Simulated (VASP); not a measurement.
Data:

```yaml
crystal:
  lattice:
    - [1.49695, -2.59279, 0.00000]
    - [1.49695, 2.59279, 0.00000]
    - [0.00000, 0.00000, 5.63089]
  atoms:
    - { symbol: Cd, position: [0.33333, 0.66667, 0.25000] }
    - { symbol: Cd, position: [0.66667, 0.33333, 0.75000] }
```

The numbers are results of PBE GGA with D3 dispersion (zero damping), VASP's PBE PAW potentials (set 64) (plane waves; VASP), not measurements. Numerical set-up: 520 eV cut-off, 16×16×7 Γ-centred mesh, tetrahedra with Blöchl corrections, potentials Cd.

What does the run give for the energy per atom (σ→0), band gap (on the k-mesh) with the smallest direct gap where there is one?

```json
{
  "band gap (on the k-mesh)": "none (metal, semimetal or under 0.01 eV)",
  "energy per atom (σ→0)": "-1.078 eV/atom"
}
```

The absolute energy has meaning only against runs of the same code, potentials and settings.

The compound is Cd in the hcp structure. It was relaxed first.
